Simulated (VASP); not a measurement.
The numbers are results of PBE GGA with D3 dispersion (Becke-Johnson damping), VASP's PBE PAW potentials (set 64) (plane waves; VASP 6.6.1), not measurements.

A VASP calculation is set up with these files.

INCAR:
```
SYSTEM = Pt3Ti
PREC = Accurate
ENCUT = 520
EDIFF = 1E-7
NELM = 100
ALGO = Normal
LREAL = .FALSE.
LASPH = .TRUE.
ISMEAR = 1
SIGMA = 0.1
GGA = PE
IVDW = 12
LMAXMIX = 6
LWAVE = .FALSE.
LCHARG = .FALSE.
ISIF = 2
```

File KPOINTS:
```
Automatic mesh
0
Gamma
8 8 8
0 0 0
```

POSCAR:
```
Pt3Ti
1
    3.8629450365     0.0000000000     0.0000000000
    0.0000000000     3.8629450365     0.0000000000
    0.0000000000     0.0000000000     3.8629450365
Ti Pt
1 3
Direct
  0.0000000000   0.0000000000   0.0000000000
  0.0000000000   0.5000000000   0.5000000000
  0.5000000000   0.0000000000   0.5000000000
  0.5000000000   0.5000000000   0.0000000000
```

POTCAR, in this order: Ti_sv Pt (PBE.64 set). Program: vasp_std.

What VASP printed:

File OUTCAR:
```
 ion  position               nearest neighbor table
   1  0.000  0.000  0.000-   2 2.73   3 2.73   4 2.73   2 2.73   3 2.73   2 2.73   4 2.73   2 2.73
                             3 2.73   4 2.73   3 2.73   4 2.73
   2  0.000  0.500  0.500-   1 2.73   3 2.73   4 2.73   1 2.73   4 2.73   1 2.73   3 2.73   1 2.73
                             3 2.73   4 2.73   4 2.73   3 2.73
   3  0.500  0.000  0.500-   1 2.73   2 2.73   4 2.73   1 2.73   4 2.73   2 2.73   4 2.73   4 2.73
                             1 2.73   2 2.73   1 2.73   2 2.73
   4  0.500  0.500  0.000-   1 2.73   2 2.73   3 2.73   2 2.73   3 2.73   1 2.73   3 2.73   3 2.73
                             1 2.73   2 2.73   2 2.73   1 2.73
  LATTYP: Found a simple cubic cell.
 ALAT       =     3.8629450365
 Subroutine PRICEL returns:
 Original cell was already a primitive cell.
 Subroutine GETGRP returns: Found 48 space group operations
The static configuration has the point symmetry O_h .
The dynamic configuration has the point symmetry O_h .
 Subroutine INISYM returns: Found 48 space group operations
 Subroutine IBZKPT returns following result:
 Found     35 irreducible k-points:

 Following reciprocal coordinates:
            Coordinates               Weight
  0.000000  0.000000  0.000000      1.000000
  0.125000  0.000000  0.000000      6.000000
  0.250000  0.000000  0.000000      6.000000
...
```

### OSZICAR
```
       N       E                     dE             d eps       ncg     rms          rms(c)
DAV:   1     0.393861041684E+03    0.39386E+03   -0.21358E+04  1750   0.182E+03
DAV:   2     0.985192991584E+00   -0.39288E+03   -0.38500E+03  1925   0.460E+02
DAV:   3    -0.312530952574E+02   -0.32238E+02   -0.31164E+02  2544   0.114E+02
DAV:   4    -0.322688135837E+02   -0.10157E+01   -0.10128E+01  2020   0.213E+01
DAV:   5    -0.323047799948E+02   -0.35966E-01   -0.35950E-01  2597   0.386E+00    0.243E+01
DAV:   6    -0.305803963836E+02    0.17244E+01   -0.19663E+01  2480   0.323E+01    0.138E+01
DAV:   7    -0.302792701691E+02    0.30113E+00   -0.27504E+01  2392   0.321E+01    0.112E+01
DAV:   8    -0.294880003305E+02    0.79127E+00   -0.16606E+00  2370   0.106E+01    0.464E+00
DAV:   9    -0.293999116884E+02    0.88089E-01   -0.18991E+00  2561   0.769E+00    0.223E+00
DAV:  10    -0.293500366269E+02    0.49875E-01   -0.30657E-01  2436   0.397E+00    0.402E-01
DAV:  11    -0.293516595026E+02   -0.16229E-02   -0.47086E-03  2254   0.601E-01    0.489E-01
DAV:  12    -0.293496475402E+02    0.20120E-02   -0.12136E-02  2438   0.710E-01    0.750E-02
DAV:  13    -0.293496391495E+02    0.83907E-05   -0.20251E-04  2027   0.104E-01    0.331E-02
DAV:  14    -0.293496488874E+02   -0.97379E-05   -0.12003E-04  2434   0.823E-02    0.462E-02
DAV:  15    -0.293496336434E+02    0.15244E-04   -0.63958E-05  2522   0.565E-02    0.890E-03
DAV:  16    -0.293496336293E+02    0.14022E-07   -0.33638E-06  2542   0.116E-02    0.392E-03
DAV:  17    -0.293496336398E+02   -0.10446E-07   -0.27837E-07  1562   0.437E-03
   1 F= -.32513489E+02 E0= -.32513479E+02  d E =-.297949E-04
```

OUTCAR:
```
------------------------ aborting loop because EDIFF is reached ----------------------------------------
 Edisp (eV)   -3.16386
  FORCE on cell =-STRESS in cart. coord.  units (eV):
  Direction    XX          YY          ZZ          XY          YZ          ZX
  --------------------------------------------------------------------------------------
  Total       3.07963     3.07963     3.07963     0.00000    -0.00000    -0.00000
  in kB      85.59590    85.59590    85.59590     0.00000    -0.00000    -0.00000
  external pressure =       85.60 kB  Pullay stress =        0.00 kB
  volume of cell :       57.64
      direct lattice vectors                 reciprocal lattice vectors
     3.862945037  0.000000000  0.000000000     0.258869849  0.000000000  0.000000000
     0.000000000  3.862945037  0.000000000     0.000000000  0.258869849  0.000000000
     0.000000000  0.000000000  3.862945037     0.000000000  0.000000000  0.258869849
 POSITION                                       TOTAL-FORCE (eV/Angst)
 -----------------------------------------------------------------------------------
      0.00000      0.00000      0.00000         0.000000      0.000000      0.000000
      0.00000      1.93147      1.93147         0.000000      0.000000      0.000000
      1.93147      0.00000      1.93147         0.000000      0.000000      0.000000
      1.93147      1.93147      0.00000         0.000000      0.000000      0.000000
 -----------------------------------------------------------------------------------
    total drift:                                0.000000      0.000000     -0.000000
  FREE ENERGIE OF THE ION-ELECTRON SYSTEM (eV)
  ---------------------------------------------------
  free  energy   TOTEN  =       -32.5134891682 eV

  energy  without entropy=      -32.5134593733  energy(sigma->0) =      -32.51347924
```
(Selected blocks of OUTCAR.)

The compound is Pt3Ti in the L1_2 structure. This cell is one point of a volume scan, at 0.97 of the reference volume.
